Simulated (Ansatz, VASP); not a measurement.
# Tc (Tc(10-10)) in two plane-wave programs

Wanted: the spread between two codes on one cell, functional and k mesh.

Calculated with Ansatz 0.2.0; plane waves, with VASP 6.6.1 beside it; single point at PBEsol.

In doubt: too few empty bands were carried, so the values of those runs are not to be relied on.

## Step 1: The starting structure

The cell holds 12 atoms: 12 Tc. Its edges and angles: a = 2.718 Å, b = 4.344 Å, c = 27.553 Å, α = 90.0°, β = 90.0°, γ = 90.0°. It derives from Tc. As first built, before any earlier steps moved the atoms: 12 layers of hcp Tc, cut at this functional's lattice. Vacuum lies along c.

Structure file:

```cif
data_structure
_symmetry_space_group_name_H-M 'P 1'
_symmetry_Int_Tables_number 1
_cell_length_a 2.7178
_cell_length_b 4.3441
_cell_length_c 27.5531
_cell_angle_alpha 90.000
_cell_angle_beta 90.000
_cell_angle_gamma 90.000
_cell_volume 325.31
loop_
_atom_site_label
_atom_site_type_symbol
_atom_site_fract_x
_atom_site_fract_y
_atom_site_fract_z
_atom_site_occupancy
Tc1 Tc 0.00000 0.00000 0.27664 1
Tc2 Tc 0.50000 0.00000 0.35695 1
Tc3 Tc 0.50000 0.50000 0.30149 1
Tc4 Tc 0.00000 0.00000 0.44342 1
Tc5 Tc 0.00000 0.50000 0.38539 1
Tc6 Tc 0.50000 0.00000 0.52887 1
Tc7 Tc 0.50000 0.50000 0.47113 1
Tc8 Tc 0.00000 0.00000 0.61461 1
Tc9 Tc 0.00000 0.50000 0.55658 1
Tc10 Tc 0.50000 0.00000 0.69851 1
Tc11 Tc 0.50000 0.50000 0.64305 1
Tc12 Tc 0.00000 0.50000 0.72336 1
```

## Step 2: Ansatz: single point, PBEsol

Ansatz runs on its default PAW (the set named soft_2) files.

With cell and atoms fixed, the geometry can't cause a difference; cores, projectors, grids and the points listed under the comparison can.

input.yaml reads:

```yaml
crystal:
  lattice:
    - [2.7178253313, 0.0, 0.0]
    - [0.0, 4.3440897713, 0.0]
    - [0.0, 0.0, 27.5530974931]
  atoms:
    - { symbol: Tc, position: [0.0, 0.0, 0.2766399798] }
    - { symbol: Tc, position: [0.5, 0.0, 0.3569494001] }
    - { symbol: Tc, position: [0.5, 0.5, 0.3014947956] }
    - { symbol: Tc, position: [0.0, 0.0, 0.4434221539] }
    - { symbol: Tc, position: [0.0, 0.5, 0.3853916119] }
    - { symbol: Tc, position: [0.5, 0.0, 0.5288684382] }
    - { symbol: Tc, position: [0.5, 0.5, 0.4711315618] }
    - { symbol: Tc, position: [0.0, 0.0, 0.6146083881] }
    - { symbol: Tc, position: [0.0, 0.5, 0.5565778461] }
    - { symbol: Tc, position: [0.5, 0.0, 0.6985052044] }
    - { symbol: Tc, position: [0.5, 0.5, 0.6430505999] }
    - { symbol: Tc, position: [0.0, 0.5, 0.7233600202] }
hamiltonian:
  xc: pbesol
  pseudopotentials: { kind: paw }
kpoints:
  mp_grid: { grid: [11, 7, 1] }
scf:
  occupations: { method: methfessel_paxton, width: 0.15 }
  n_extra_bands: 7
efield:
  axis: 3
  dipole_correction: true
  ramp_width: 0.04
output:
  forces: true
  eigenvalues: true
  write_density: true
  write_potential: true
  elf: true
  volumetric_format: npy
```

Command:

```sh
ansatz run input.yaml --threads 4 --pin off --max-ram 9216MiB --backend cpu --events-out ev --progress --plain --runs-dir out
```

Numbers of over 12 decimals in the logs are rounded to 6 here.

Output:

```text
scf.n_extra_bands = 7 over 90 filled bands (N_el = 180.0): the run solves 97 bands
Engine: ansatz 0.2.0, aarch64-unknown-linux-gnu
Pseudopotentials: kind: paw
Pseudopotential: Tc, paw, valence charge 15, recommended cutoff 500 eV (normal), Tc.paw.azcp
Functional definition: PBEsol
  exchange = pbesol_x
  correlation = pbesol_c
Crystal: 12 atoms, lattice volume = 325.305 Å³
Basis set: ecut = 500 eV, 8191 PW (Γ), exchange–correlation on 40×64×432 points (8 copies of the dense FFT grid, shifted against one another)
Bands: 97, of which v1, the nominal top of the filled ones, is band 90 counted from 1 (89 counted from 0)
Symmetry: 4 space group operations
k-points: 24 of 77
Non-local potential: Tc, projectors of the file, l = 0: 3, l = 1: 3, l = 2: 2, l = 3: 2
PAW form: soft (Blöchl's): semilocal exchange-correlation on the pseudo side does not see the compensation charge
PAW frozen core: Tc, regenerated for the run's functional, and the local potential with it (the file was generated under x = pbe(κ = 0.804, μ = 0.219515), c = pbe(β = 0.066725))
PAW one-centre angular grid: Tc, 590 points (default); XC on 64 Gauss nodes
Initial density: superposition of atomic densities (neutral atoms: chi_scale 0, normalization atom)
Initial wavefunctions: pseudopotential atomic-orbital guess
Functional: x = pbesol(κ = 0.804, μ = 0.123457), c = pbesol(β = 0.046)
SCF iter   1: F=—  HF=-64055.083336 eV  |F-HF|=—  |Δ(HF+E_count)|=         —  Δρ=5.59e-2  dr2=1.44e2  ethr=3.10e-3  p=0.000 e·Å  D=3.31e-13 V/Å  ΔV_dip=-0.00 eV  dr2_dipole=1.64e-7  V_vac-E_F(+/−)=9.48/9.48 eV  ⟨swp⟩=9.2  Hψ=12249  notcnv=0
efield: sawtooth ramp at fractional position 0.9800 (placed from the atoms, in the widest stretch of the axis that holds none; the zero of the levels goes with the place), width 0.0400; the density the first Hamiltonian is built on has a dipole p = 0.000 e·Å; the dipole correction subtracts the counter field D = 3.31e-13 V/Å, which shifts the + side's vacuum level by -0.00 eV against the − side's; the planar-averaged density in the ramp window peaks in size at 6.5e-8 e/Å³
preconditioner: auto → LDOS  [metal: Δε(μ)=0.002 eV  Ē_g=3.950 eV  σ=0.150 eV  W_gap=0.01  n_scr=68 (ndim 8)  ℏωp=18.9 eV  f_vac=0.432  D(μ)=11.75/eV (n_scr^D=78)  β→1.0]
SCF iter   2: F=—  HF=-64048.568559 eV  |F-HF|=—  |Δ(HF+E_count)|=    6.51e0  S|Δr|=    0.00e0  Δρ=2.99e-2  dr2=9.98e0  ethr=3.10e-3  p=0.000 e·Å  D=1.10e-5 V/Å  ΔV_dip=-0.00 eV  dr2_dipole=4.48e-8  V_vac-E_F(+/−)=4.11/4.11 eV  ⟨swp⟩=4.4  Hψ=5869  notcnv=0  defer=20
SCF iter   3: F=—  HF=-64048.006956 eV  |F-HF|=—  |Δ(HF+E_count)|=   5.62e-1  S|Δr|=    0.00e0  Δρ=8.89e-3  dr2=9.32e-1  ethr=3.10e-3  p=0.000 e·Å  D=3.72e-6 V/Å  ΔV_dip=-0.00 eV  dr2_dipole=2.26e-7  V_vac-E_F(+/−)=5.23/5.23 eV  ⟨swp⟩=3.1  Hψ=4044  notcnv=0  defer=16
SCF iter   4: F=—  HF=-64047.881932 eV  |F-HF|=—  |Δ(HF+E_count)|=   1.25e-1  S|Δr|=    0.00e0  Δρ=1.67e-3  dr2=1.25e-2  ethr=5.18e-4  p=-0.000 e·Å  D=-1.03e-5 V/Å  ΔV_dip=0.00 eV  dr2_dipole=2.10e-8  V_vac-E_F(+/−)=4.80/4.80 eV  ⟨swp⟩=2.9  Hψ=3973  notcnv=0  defer=10
SCF iter   5: F=—  HF=-64047.878572 eV  |F-HF|=—  |Δ(HF+E_count)|=   3.36e-3  S|Δr|=    0.00e0  Δρ=6.29e-4  dr2=2.38e-3  ethr=6.93e-6  p=-0.000 e·Å  D=-1.70e-6 V/Å  ΔV_dip=0.00 eV  dr2_dipole=3.22e-8  V_vac-E_F(+/−)=4.67/4.67 eV  ⟨swp⟩=3.2  Hψ=4985  notcnv=0  defer=10
SCF iter   6: F=—  HF=-64047.878285 eV  |F-HF|=—  |Δ(HF+E_count)|=   2.87e-4  S|Δr|=    0.00e0  Δρ=1.52e-4  dr2=9.00e-5  ethr=1.32e-6  p=-0.000 e·Å  D=-5.72e-7 V/Å  ΔV_dip=0.00 eV  dr2_dipole=2.52e-9  V_vac-E_F(+/−)=4.63/4.63 eV  ⟨swp⟩=2.5  Hψ=3858  notcnv=0  defer=10
SCF iter   7: F=—  HF=-64047.878902 eV  |F-HF|=—  |Δ(HF+E_count)|=   6.17e-4  S|Δr|=    0.00e0  Δρ=4.46e-5  dr2=1.05e-5  ethr=5.00e-8  p=-0.000 e·Å  D=-3.40e-7 V/Å  ΔV_dip=0.00 eV  dr2_dipole=4.18e-10  V_vac-E_F(+/−)=4.62/4.62 eV  ⟨swp⟩=3.2  Hψ=5009  notcnv=0  defer=10
SCF iter   8: F=—  HF=-64047.878905 eV  |F-HF|=—  |Δ(HF+E_count)|=   3.19e-6  S|Δr|=    0.00e0  Δρ=1.32e-5  dr2=7.88e-7  ethr=5.82e-9  p=-0.000 e·Å  D=-2.62e-7 V/Å  ΔV_dip=0.00 eV  dr2_dipole=2.77e-12  V_vac-E_F(+/−)=4.61/4.61 eV  ⟨swp⟩=3.1  Hψ=4672  notcnv=0  defer=10
SCF iter   9: F=-64047.878905 eV  HF=-64047.878905 eV  |F-HF|=3.27e-9  |Δ(HF+E_count)|=   1.06e-7  S|Δr|=    0.00e0  Δρ=3.91e-6  dr2=6.49e-8  ethr=5.56e-11  p=-0.000 e·Å  D=-1.50e-7 V/Å  ΔV_dip=0.00 eV  dr2_dipole=1.25e-12  V_vac-E_F(+/−)=4.61/4.61 eV  ⟨swp⟩=19.5  Hψ=24547  notcnv=0
WARN: the bands leave out some 1.343e-2 electrons a cell, over the threshold 1e-3 (by scf.eigensolver.empty_state_threshold): the first level above them, at 9.7061 eV, would hold 2.614e-1 of 2 at k-index 4, k = (0.0909, 0.0000, 0.0000) — raise scf.n_extra_bands (try 108 bands in all)
SCF 1 converged in 9 iterations: F = -64047.878905 eV  dr2 = 6.49e-8
  greatest PAW one-centre occupation: 0.990 electrons in one spin orbital (limit 2), on the Tc atom at site 2 (counted from 0), in its partial waves of l = 0
WARN: The output density's exchange-correlation potential varies sharply where the density is thin. Do not read a vacuum level from v_tot or v_xc, or from such a field of the output density. On a cell that repeats whose density bears no net charge and no dipole along the vacuum's axis use v_es (v_loc + v_h of the components); under efield.dipole_correction with no amplitude use v_es + v_field, which holds any externa [...]
SCF converged after 9 iterations
Stability not checked: this state was not tested for a lower state beside it, because cold or Methfessel-Paxton smearing, or corrected tetrahedra, fill the levels in a way that the test cannot read (fill_not_monotonic; see scf.lower_state_search)
Free energy (F): -64047.878905 eV
Harris-Foulkes:  -64047.878905 eV  (|F-HF|=3.27e-9)
Internal energy: -64047.876715 eV  (E = F + TS)
E sigma→0 (E₀):  -64047.878358 eV
Entropy (-TS):   -0.002190 eV (-0.182 meV/atom)
Fermi energy:    9.631308 eV
Dipole field:    D = 0.000001 V/Å  (p = 0.000002 e·Å, saw-weighted, corrected)
Work function:   Φ+ = 4.6094 eV   Φ− = 4.6094 eV
Levels:          The Fermi level and band energies are counted from a zero that moves with the ramp; work functions are not
--- Per-component energies (eV) ---
  E_band       = -2873.307755
  E_kinetic    = 7487.290025
  E_local      = -292213.251930  (includes V_loc(G=0)·N_el)
  E_nonlocal   = 3465.014647
  E_hartree    = 141689.651339
  E_xc         = -2854.165530
  E_vxc        = -3527.786738  (∫ρ·V_xc dr)
  E_paw        = -38635.912451  (= ΣΔE_a)
  E_vpaw       = -1463.912474  (= ΣTr[D̂ρ^β])
  E_aug_tail   = -0.000151  (compensation charges beyond the density's cutoff)
  E_efield     = 0.000000  (sawtooth field / dipole correction)
  E_vefield    = 0.000000  (∫n·V_field dr)
  E_ewald      = 117010.775203
  E_core_change = 2.722135  (= ΣΔE_core)
  E_smearing   = -0.002190  (= −TS)
  E_closure    = -0.000000  (closes the sum)
  Σ components = -64047.878905   (vs F -64047.878905, Δ=0.00e0)
--- Forces (eV/Å), atoms counted from 1 ---
  atom   1  Tc     0.00000000     0.00000000    -0.24920600
  atom   2  Tc     0.00000000     0.00000000     0.13636014
  atom   3  Tc     0.00000000     0.00000000    -0.09179797
  atom   4  Tc     0.00000000     0.00000000    -0.02928059
  atom   5  Tc     0.00000000     0.00000000     0.04014908
  atom   6  Tc     0.00000000     0.00000000    -0.01456657
  atom   7  Tc     0.00000000     0.00000000     0.01456496
  atom   8  Tc     0.00000000     0.00000000    -0.04014752
  atom   9  Tc     0.00000000     0.00000000     0.02928120
  atom  10  Tc     0.00000000     0.00000000     0.09179704
  atom  11  Tc     0.00000000     0.00000000    -0.13635913
  atom  12  Tc     0.00000000     0.00000000     0.24920499
  max |Σ_I F_I| component: 3.74e-7 eV/Å
--- Band table (eV; the first three rows and the last of 24) ---
  k-point 0: bands = [... 86 lower, 8.9169, 8.9882, 9.0072, 9.0609, 9.0818, 9.1855, 9.2858, 9.5615, ... 3 higher]
  k-point 1: bands = [... 86 lower, 9.1099, 9.1424, 9.2905, 9.3383, 9.5964, 9.6379, 9.6425, 9.8804, ... 3 higher]
  k-point 2: bands = [... 86 lower, 9.0257, 9.0603, 9.2416, 9.5859, 9.9290, 10.0647, 10.1039, 10.1064, ... 3 higher]
  k-point 23: bands = [... 86 lower, 9.9616, 10.0428, 10.1410, 10.2407, 10.3968, 10.4897, 10.8388, 10.9591, ... 3 higher]
```

It took 61 s on 4 threads of Arm Neoverse V1, shared host; peak memory 1.5 GiB; 3.9 min of CPU time.

Reading the cycles: dr2 is the Hartree energy of the density residual (eV), the measure of convergence; HF is the Harris–Foulkes estimate of the energy, which meets the free energy F at convergence.

[end of part 1 of 2]

[Lines on the potential files, build, host, timing and source positions are cut from VASP's logs without a mark.]

[Logs are printed without paths, hosts, clocks, repeated set-up lines and the standing remarks that a program may print on its own settings, such as how far it seeks lower states.]

[Hosts, paths, dates, database ids (printed as entryN), source tags and the programs' standing remarks are cut or masked in the printed files.]
